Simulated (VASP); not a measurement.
```xyz
2
Lattice="2.9272 0.0000 0.0000 -1.4636 2.5350 0.0000 0.0000 0.0000 4.6195" Properties=species:S:1:pos:R:3 pbc="T T T"
Ti     0.0000     1.6900     1.1549
Ti     1.4636     0.8450     3.4646
```

All values below come from r2SCAN+rVV10, VASP's PBE PAW potentials (set 64) (plane waves; VASP). Run with 400 eV cut-off, 16×16×9 Γ-centred mesh, tetrahedra with Blöchl corrections, potentials Ti_sv.

Estimate the energy per atom (σ→0), band gap (over mesh and band path) with the smallest direct gap where there is one.

```json
{
 "band gap (over mesh and band path)": "none (metal, semimetal or under 0.01 eV)",
 "energy per atom (σ→0)": "-12.666 eV/atom"
}
```

The absolute energy has meaning only against runs of the same code, potentials and settings.

The structure comes from a measured Ti entry (P6_3/mmc) of the Crystallography Open Database, whose conditions weren't checked. It was relaxed first.
